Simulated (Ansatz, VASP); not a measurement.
# Si2Ni in two plane-wave programs

Wanted: the spread between two codes on one cell, functional and k mesh.

Main program and level: Ansatz 0.2.0; plane waves, with VASP 6.6.1 beside it; relaxation of cell and atoms at LDA.

## (1) Starting point

The structure is cubic, space group Fm-3m (No. 225). The conventional cell has a = 5.358 Å, b = 5.358 Å, c = 5.358 Å, α = 90.00°, β = 90.00°, γ = 90.00°. Nearest to Ni lie 8 Si at 2.32 Å. Si has 4 Ni at 2.32 Å nearest. Farther neighbours are not listed.

## (2) Ansatz: relaxation of cell and atoms, LDA

Ansatz runs on its default PAW (the set named soft_2) files.

The relaxed volume is the usual yardstick between codes: its relative difference is about their pressure difference at one cell divided by the bulk modulus.

input.yaml

```yaml
crystal:
  lattice:
    - [0.0, 2.6790162956, 2.6790162956]
    - [2.6790162956, 0.0, 2.6790162956]
    - [2.6790162956, 2.6790162956, 0.0]
  atoms:
    - { symbol: Ni, position: [0.0, 0.0, 0.0], spin: 1.0 }
    - { symbol: Si, position: [0.75, 0.75, 0.75] }
    - { symbol: Si, position: [0.25, 0.25, 0.25] }
hamiltonian:
  xc: lda
  pseudopotentials: { kind: paw }
magnetization:
  spin_polarized: true
kpoints:
  mp_grid: { grid: [11, 11, 11] }
scf:
  occupations: { method: methfessel_paxton, width: 0.2 }
relax:
  f_tol: 0.01
  max_steps: 60
  cell: { stress_tol: 0.05 }
output:
  forces: true
  stress: true
```

The run is started by

```
$ ansatz run input.yaml --threads 4 --pin off --max-ram 9216MiB --backend cpu --events-out ev --progress --plain --runs-dir out
```

Numbers of over 12 decimals in the logs are rounded to 6 here.

Output:

```text
Engine: ansatz 0.2.0, aarch64-unknown-linux-gnu
Pseudopotentials: kind: paw
Pseudopotential: Ni, paw, valence charge 18, recommended cutoff 420 eV (normal), Ni.paw.azcp
Pseudopotential: Si, paw, valence charge 4, recommended cutoff 420 eV (normal), Si.paw.azcp
Functional definition: SPW92
  exchange = slater_x
  correlation = pw_c
Crystal: 3 atoms, lattice volume = 38.455 Å³
Basis set: ecut = 420 eV, 749 PW (Γ)
Bands: 18, of which v1, the nominal top of the filled ones, is band 13 counted from 1 (12 counted from 0)
Symmetry: 48 space group operations
Space group: Fm-3m (ITA 225), of the structure as read, at distance tolerance 3.4e-5 Å
Magnetic group: BNS 225.116 (UNI 1618), of the structure as read, at distance tolerance 3.4e-5 Å
k-points: 56 of 1331
Non-local potential: Ni, projectors of the file, l = 0: 3, l = 1: 2, l = 2: 3, l = 3: 1
Non-local potential: Si, projectors of the file, l = 0: 2, l = 1: 2, l = 2: 2
PAW form: soft (Blöchl's): semilocal exchange-correlation on the pseudo side does not see the compensation charge
PAW frozen core: Ni, regenerated for the run's functional, and the local potential with it (the file was generated under x = pbe(κ = 0.804, μ = 0.219515), c = pbe(β = 0.066725))
PAW frozen core: Si, regenerated for the run's functional, and the local potential with it (the file was generated under x = pbe(κ = 0.804, μ = 0.219515), c = pbe(β = 0.066725))
PAW one-centre angular grid: Ni, 590 points (default); XC on 64 Gauss nodes
PAW one-centre angular grid: Si, 110 points (default); XC on 64 Gauss nodes
Initial density: superposition of atomic densities (chi_scale 0.1, normalization cell)
Starting moments: Σ|m| = 1 μB on 1 of 3 sites
Initial wavefunctions: pseudopotential atomic-orbital guess
Functional: x = slater, c = lda
SCF iter   1: F=—  HF=-6990.729006 eV  |F-HF|=—  |Δ(HF+E_count)|=         —  Δρ=8.02e-2 (↑8.02e-2 ↓3.14e-2)  dr2=1.87e0  dr2_m=5.67e-1  M=0.188 μB ∫|m|=0.606 μB  β_m=0.30  ethr=3.10e-3  ⟨swp⟩=5.2  Hψ=9635  notcnv=0
Mixer restart at iter 1: flushing history
preconditioner: auto → Kerker (q_TF=auto, 2.556 Å⁻¹)  [metal: Δε(μ)=0.030 eV  Ē_g=8.968 eV  σ=0.200 eV  W_gap=0.09  n_scr=14 (ndim 8)  ℏωp=25.4 eV  f_vac=0.000  D(μ)=0.61/eV (n_scr^D=0)]
spin=Collinear: Kerker preconditioning applied to the charge; magnetization (m = ρ↑ − ρ↓) channel mixes plain (no charge-response kernel on spin).
SCF iter   2: F=—  HF=-6990.229975 eV  |F-HF|=—  |Δ(HF+E_count)|=   4.99e-1  Δρ=5.58e-2 (↑2.46e-2 ↓5.58e-2)  dr2=1.29e0  dr2_m=4.23e-1  M=0.191 μB ∫|m|=0.449 μB  β_m=0.36  ethr=3.10e-3  ⟨swp⟩=2.0  Hψ=4179  notcnv=0  defer=56
SCF iter   3: F=—  HF=-6991.152156 eV  |F-HF|=—  |Δ(HF+E_count)|=   9.22e-1  Δρ=3.97e-2 (↑2.52e-2 ↓3.97e-2)  dr2=7.13e-1  dr2_m=2.88e-1  M=0.173 μB ∫|m|=0.362 μB  β_m=0.28  ethr=3.10e-3  ⟨swp⟩=2.2  Hψ=3028  notcnv=0  defer=15
SCF iter   4: F=—  HF=-6991.908775 eV  |F-HF|=—  |Δ(HF+E_count)|=   7.57e-1  Δρ=2.37e-2 (↑1.80e-2 ↓2.37e-2)  dr2=2.71e-1  dr2_m=1.22e-1  M=0.122 μB ∫|m|=0.220 μB  β_m=0.55  ethr=2.74e-3  ⟨swp⟩=2.2  Hψ=3567  notcnv=0  defer=50
SCF iter   5: F=—  HF=-6992.011373 eV  |F-HF|=—  |Δ(HF+E_count)|=         —  Δρ=1.25e-2 (↑1.25e-2 ↓1.05e-2)  dr2=1.21e-1  dr2_m=7.83e-4  M=0.006 μB ∫|m|=0.015 μB  β_m=0.57  ethr=1.04e-3  ⟨swp⟩=2.7  Hψ=3720  notcnv=0  defer=50
Mixer restart at iter 5: flushing history
SCF iter   6: F=—  HF=-6992.098060 eV  |F-HF|=—  |Δ(HF+E_count)|=   8.67e-2  Δρ=6.90e-3 (↑5.51e-3 ↓6.90e-3)  dr2=2.93e-2  dr2_m=2.33e-4  M=0.003 μB ∫|m|=0.008 μB  β_m=0.49  ethr=4.64e-4  ⟨swp⟩=2.4  Hψ=4507  notcnv=0  defer=52
SCF iter   7: F=—  HF=-6992.077716 eV  |F-HF|=—  |Δ(HF+E_count)|=   2.03e-2  Δρ=6.56e-3 (↑6.56e-3 ↓5.65e-3)  dr2=4.18e-2  dr2_m=1.42e-4  M=0.002 μB ∫|m|=0.006 μB  β_m=0.56  ethr=1.13e-4  ⟨swp⟩=2.0  Hψ=3853  notcnv=0  defer=44
SCF iter   8: F=—  HF=-6992.087200 eV  |F-HF|=—  |Δ(HF+E_count)|=   9.48e-3  Δρ=1.48e-3 (↑1.48e-3 ↓1.18e-3)  dr2=2.41e-3  dr2_m=2.00e-5  M=0.001 μB ∫|m|=0.002 μB  β_m=0.59  ethr=1.13e-4  ⟨swp⟩=2.0  Hψ=2754  notcnv=0  defer=49
SCF iter   9: F=—  HF=-6992.087540 eV  |F-HF|=—  |Δ(HF+E_count)|=   3.40e-4  Δρ=6.67e-4 (↑6.67e-4 ↓5.11e-4)  dr2=4.93e-4  dr2_m=5.82e-6  M=0.000 μB ∫|m|=0.001 μB  β_m=0.79  ethr=9.26e-6  ⟨swp⟩=1.1  Hψ=2786  notcnv=0  defer=50
SCF iter  10: F=—  HF=-6992.087643 eV  |F-HF|=—  |Δ(HF+E_count)|=   1.03e-4  Δρ=6.68e-5 (↑4.94e-5 ↓6.68e-5)  dr2=5.32e-6  dr2_m=5.72e-8  M=0.000 μB ∫|m|=0.000 μB  β_m=0.90  ethr=1.90e-6  ⟨swp⟩=2.1  Hψ=2783  notcnv=0  defer=50
SCF iter  11: F=—  HF=-6992.079084 eV  |F-HF|=—  |Δ(HF+E_count)|=         —  Δρ=2.38e-4 (↑2.36e-4 ↓2.38e-4)  dr2=6.63e-5  dr2_m=2.26e-10  M=0.000 μB ∫|m|=0.000 μB  β_m=0.90  ethr=2.05e-8  ⟨swp⟩=2.3  Hψ=2966  notcnv=0  defer=50
Mixer restart at iter 11: flushing history
iteration 11: the input's own smearing fills from here on; a Gaussian of 0.2 eV has filled iterations ahead of it
SCF iter  12: F=—  HF=-6992.079148 eV  |F-HF|=—  |Δ(HF+E_count)|=   6.33e-5  S|Δr|=    0.00e0  Δρ=7.73e-4 (↑7.73e-4 ↓7.72e-4)  dr2=5.73e-4  dr2_m=2.80e-11  M=0.000 μB ∫|m|=0.000 μB  β_m=0.56  ethr=2.05e-8  ⟨swp⟩=3.1  Hψ=4047  notcnv=0  defer=50  recentre
SCF iter  13: F=—  HF=-6992.079078 eV  |F-HF|=—  |Δ(HF+E_count)|=   6.98e-5  S|Δr|=    0.00e0  Δρ=9.26e-5 (↑9.19e-5 ↓9.26e-5)  dr2=1.11e-5  dr2_m=5.72e-11  M=0.000 μB ∫|m|=0.000 μB  β_m=0.58  ethr=2.05e-8  ⟨swp⟩=3.0  Hψ=3922  notcnv=0  defer=50
SCF iter  14: F=—  HF=-6992.079077 eV  |F-HF|=—  |Δ(HF+E_count)|=   1.39e-6  S|Δr|=    0.00e0  Δρ=1.84e-5 (↑1.84e-5 ↓1.81e-5)  dr2=4.18e-7  dr2_m=7.67e-12  M=0.000 μB ∫|m|=0.000 μB  β_m=0.79  ethr=2.05e-8  ⟨swp⟩=2.1  Hψ=2467  notcnv=0  defer=50
SCF iter  15: F=-6992.079077 eV  HF=-6992.079077 eV  |F-HF|=3.10e-8  |Δ(HF+E_count)|=   4.33e-8  S|Δr|=    0.00e0  Δρ=6.20e-6 (↑6.18e-6 ↓6.20e-6)  dr2=4.99e-8  dr2_m=3.80e-14  M=0.000 μB ∫|m|=0.000 μB  ethr=3.85e-10  ⟨swp⟩=2.8  Hψ=7222  notcnv=0
WARN: the starting moments were not kept: the SCF closed with an absolute magnetisation of 9.6e-8 μB, where they sum to 1 μB in size (1 site). That is at most 0.1 of that sum. Measured as dr2_m measures the in/out step, that magnetisation stands 4.3e-15 eV from none, at or under the dr2_threshold of 1.0e-7 eV: it is no larger than a step whose dr2_m would equal this threshold. The system may hold no moment; this SCF  [...]
SCF 1 converged in 15 iterations: F = -6992.079077 eV  dr2 = 4.99e-8
  greatest PAW one-centre occupation: 1.001 electrons in one spin orbital (limit 2), on the Ni atom at site 0 (counted from 0), in its partial waves of l = 1
relax step   1: F+E_penalty+E_count = -6992.07907652 eV  Δ(F+E_penalty+E_count) = +0.000e0 eV  max|allowed force component| = 1.850e-17 eV/Å  Δτ_max = 0.0000 Å  P = -0.741 GPa  Ω = 38.455 Å³  (15 SCF iters, dr2 threshold 1.00e-7 eV, accepted)
[...]
relax step   2: F+E_penalty+E_count = -6992.07943547 eV  Δ(F+E_penalty+E_count) = -3.589e-4 eV  max|allowed force component| = 1.311e-16 eV/Å  Δτ_max = 0.0000 Å  P = -0.339 GPa  Ω = 38.364 Å³  energy of the carried Pulay correction = +4.964e-5 eV  (6 SCF iters, dr2 threshold 3.00e-7 eV, accepted)
[...]
relax step   3: F+E_penalty+E_count = -6992.07955774 eV  Δ(F+E_penalty+E_count) = -1.223e-4 eV  max|allowed force component| = 8.635e-17 eV/Å  Δτ_max = 0.0000 Å  P = +0.005 GPa  Ω = 38.286 Å³  energy of the carried Pulay correction = +9.146e-5 eV  (7 SCF iters, dr2 threshold 2.88e-7 eV, accepted)
[...]
relax step   4: F+E_penalty+E_count = -6992.07946631 eV  Δ(F+E_penalty+E_count) = +9.143e-5 eV  max|allowed force component| = 4.934e-17 eV/Å  Δτ_max = 0.0000 Å  P = +0.002 GPa  Ω = 38.286 Å³  stress off target by 2.13e-3 GPa  SCF on the basis re-selected at this cell (its energy is not comparable with the rows above)  (6 SCF iters)
basis re-selected at this cell: Δ(F+E_penalty+E_count) = +9.143e-5 eV, ΔP = -0.003 GPa vs the last step (what re-selecting the basis moved, of the pressure what is left beyond the Pulay correction that the steps carried, after the strain that the cell walked since its last selection, with what the two solves' SCF thresholds leave and, on support functions, any second-order correction that the steps lacked; it is no m [...]
SCF converged after 6 iterations
Stability not checked: this state was not tested for a lower state beside it, because cold or Methfessel-Paxton smearing, or corrected tetrahedra, fill the levels in a way that the test cannot read (fill_not_monotonic; see scf.lower_state_search)
Magnetization: -0.0000 μB (13.0000 up, 13.0000 down)
Absolute magnetization: 0.0000 μB (∫|ρ↑−ρ↓|, with the PAW one-centre terms)
Spin contamination: 0.0000 ħ² per cell (⟨S²⟩ above its minimum at these occupations)
Per-site moments (μB) at R_I (Å): [(-3.724630283293755e-9, 0.955637), (2.836456834380123e-10, 0.955637), (2.83645649965237e-10, 0.955637)]
Free energy (F): -6992.079466 eV
Harris-Foulkes:  -6992.079466 eV  (|F-HF|=4.55e-12)
Internal energy: -6992.079065 eV  (E = F + TS)
E sigma→0 (E₀):  -6992.079366 eV
Entropy (-TS):   -0.000401 eV (-0.134 meV/atom)
Fermi energy:    13.586406 eV
--- Per-component energies (eV) ---
  E_band       = -337.073469
  E_kinetic    = 373.981459
  E_local      = -4872.218374  (includes V_loc(G=0)·N_el)
  E_nonlocal   = 685.116825
  E_hartree    = 2105.883136
  E_xc         = -199.618224
  E_vxc        = -210.956497  (∫ρ·V_xc dr)
  E_paw        = -2531.604967  (= ΣΔE_a)
  E_vpaw       = -524.763598  (= ΣTr[D̂ρ^β])
  E_aug_tail   = 0.000490  (compensation charges beyond the density's cutoff)
  E_ewald      = -2554.222191
  E_core_change = 0.602782  (= ΣΔE_core)
  E_smearing   = -0.000401  (= −TS)
  E_closure    = 0.000000  (closes the sum)
  Σ components = -6992.079466   (vs F -6992.079466, Δ=0.00e0)
--- Forces (eV/Å), atoms counted from 1 ---
  atom   1  Ni     0.00000000    -0.00000000    -0.00000000
  atom   2  Si     0.00000000    -0.00000000    -0.00000000
  atom   3  Si     0.00000000     0.00000000     0.00000000
  max |Σ_I F_I| component: 1.85e-17 eV/Å
--- Stress (GPa, compression-positive) ---
        0.002130      -0.000000      -0.000000
       -0.000000       0.002130      -0.000000
       -0.000000      -0.000000       0.002130
  P = ⅓ Tr σ = 0.0021 GPa (0.021 kbar)
--- Relaxed structure (3 steps of the walk, 3 accepted, 1 SCFs on fresh bases) ---
  F+E_penalty+E_count = -6992.07946631 eV   max|allowed force component| = 4.934e-17 eV/Å   (the final SCF, on the basis selected at the relaxed cell)
  cell:  # Å, volume = 38.2865 Å³
    - [0, 2.675090, 2.675090]
    - [2.675090, 0, 2.675090]
    - [2.675090, 2.675090, 0]
  atoms:
    - { symbol: Ni, position: [0, 0, 0] }
    - { symbol: Si, position: [0.750000, 0.750000, 0.750000] }
    - { symbol: Si, position: [0.25, 0.25, 0.25] }
```

It took 4.5 s on 4 threads of Arm Neoverse V2, shared host; peak memory 0.37 GiB; 16 s of CPU time.

(Continued in part 2 of 2.)

[Lines on the potential files, build, host, timing and source positions are cut from VASP's logs without a mark.]

[Logs are printed without paths, hosts, clocks, repeated set-up lines and the standing remarks that a program may print on its own settings, such as how far it seeks lower states.]

[Hosts, paths, dates, database ids (printed as entryN), source tags and the programs' standing remarks are cut or masked in the printed files.]
